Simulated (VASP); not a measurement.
Output of a VASP run:

### OSZICAR
```
       N       E                     dE             d eps       ncg     rms          rms(c)
DAV:   1     0.962644643575E+00    0.96264E+00   -0.69328E+03   638   0.122E+03
DAV:   2    -0.608510949234E+02   -0.61814E+02   -0.53909E+02   811   0.237E+02
DAV:   3    -0.645861383938E+02   -0.37350E+01   -0.36981E+01   838   0.479E+01
DAV:   4    -0.646446740049E+02   -0.58536E-01   -0.58357E-01   904   0.559E+00
DAV:   5    -0.646456193002E+02   -0.94530E-03   -0.94520E-03   808   0.531E-01    0.306E+01
DAV:   6    -0.578451786866E+02    0.68004E+01   -0.20010E+01   767   0.320E+01    0.262E+01
DAV:   7    -0.589350938839E+02   -0.10899E+01   -0.26470E+00   725   0.133E+01    0.156E+01
DAV:   8    -0.592179083563E+02   -0.28281E+00   -0.71009E-01   728   0.844E+00    0.142E+00
DAV:   9    -0.589230649020E+02    0.29484E+00   -0.24319E-01   692   0.585E+00    0.357E-01
DAV:  10    -0.590413926217E+02   -0.11833E+00   -0.84089E-02   715   0.288E+00    0.510E-01
DAV:  11    -0.590042899298E+02    0.37103E-01   -0.44406E-03   757   0.811E-01    0.281E-01
DAV:  12    -0.590065333693E+02   -0.22434E-02   -0.63472E-03   668   0.104E+00    0.853E-02
DAV:  13    -0.590071742413E+02   -0.64087E-03   -0.57135E-04   743   0.379E-01    0.636E-02
DAV:  14    -0.590066927189E+02    0.48152E-03   -0.26836E-04   703   0.195E-01    0.158E-02
DAV:  15    -0.590078693318E+02   -0.11766E-02   -0.73416E-04   665   0.404E-01    0.530E-02
DAV:  16    -0.590078931457E+02   -0.23814E-04   -0.32785E-05   768   0.722E-02    0.201E-02
DAV:  17    -0.590079005847E+02   -0.74389E-05   -0.77877E-06   704   0.296E-02    0.659E-03
DAV:  18    -0.590079012332E+02   -0.64852E-06   -0.15707E-05   668   0.502E-02    0.252E-03
DAV:  19    -0.590079102827E+02   -0.90495E-05   -0.11174E-06   721   0.156E-02    0.495E-03
DAV:  20    -0.590079163180E+02   -0.60353E-05   -0.43269E-07   379   0.100E-02    0.315E-03
DAV:  21    -0.590079145256E+02    0.17923E-05   -0.11355E-07   346   0.477E-03    0.488E-04
DAV:  22    -0.590079147890E+02   -0.26342E-06   -0.13483E-08   346   0.124E-03
   1 F= -.59007915E+02 E0= -.59007915E+02  d E =-.590079E+02
```

File OUTCAR:
```
------------------------ aborting loop because EDIFF is reached ----------------------------------------
  FORCE on cell =-STRESS in cart. coord.  units (eV):
  Direction    XX          YY          ZZ          XY          YZ          ZX
  --------------------------------------------------------------------------------------
  Total       -0.0072880     -0.0072880     -0.0072880     -0.0000000     -0.0000000      0.0000000
  in kB       -0.3860091     -0.3860091     -0.3860091     -0.0000000     -0.0000000      0.0000000
  external PRESSURE =      -0.3860091 kB  Pullay stress =       0.0000000 kB
  volume of cell :       30.25
      direct lattice vectors                 reciprocal lattice vectors
     0.000000000  2.473031882  2.473031882    -0.202180976  0.202180976  0.202180976
     2.473031882  0.000000000  2.473031882     0.202180976 -0.202180976  0.202180976
     2.473031882  2.473031882  0.000000000     0.202180976  0.202180976 -0.202180976
 POSITION                                       TOTAL-FORCE (eV/Angst)
 -----------------------------------------------------------------------------------
      0.00000      0.00000      0.00000        -0.000000     -0.000000     -0.000000
      2.47303      2.47303      2.47303         0.000000      0.000000      0.000000
 -----------------------------------------------------------------------------------
    total drift:                                0.000000      0.000000      0.000000
  FREE ENERGIE OF THE ION-ELECTRON SYSTEM (eV)
  ---------------------------------------------------
  free  energy   TOTEN  =       -59.0079147890 eV

  energy  without entropy=      -59.0079143356  energy(sigma->0) =      -59.00791456

 reached required accuracy - stopping structural energy minimisation
```
(Selected blocks of OUTCAR.)

### POSCAR
```
GdN
1
    0.0000000000     2.4730318821     2.4730318821
    2.4730318821     0.0000000000     2.4730318821
    2.4730318821     2.4730318821     0.0000000000
Gd N
1 1
Direct
  0.0000000000   0.0000000000   0.0000000000
  0.5000000000   0.5000000000   0.5000000000
```

**Question.** Write an INCAR and KPOINTS that could have produced this output.

**Answer.** This is not unique; one that fits is the input of the run itself, SCAN meta-GGA, plane waves, VASP's PBE PAW potentials (set 64).

**INCAR**
```
SYSTEM=GdN
PREC=Accurate; ENCUT=520; LREAL=.FALSE.
LASPH=.TRUE.
EDIFF=1E-6; NELM=100; ALGO=Normal
LMAXMIX=6; LMIXTAU=.TRUE.
ISMEAR=0; SIGMA=0.05
METAGGA=SCAN
IBRION=2; NSW=60; ISIF=3
EDIFFG=-0.01
LWAVE=.FALSE.; LCHARG=.FALSE.
```

File KPOINTS:
```
Automatic mesh
0
Gamma
8 8 8
0 0 0
```

POTCAR, in this order: Gd_3 N (PBE.64 set). Program: vasp_std.

The 4f electrons are frozen in the core of the lanthanide potential, so 4f levels, which can set the real gap, and their magnetism are missing.

The compound is GdN in the rock salt structure. It was relaxed first. The start is the result of an earlier pass.
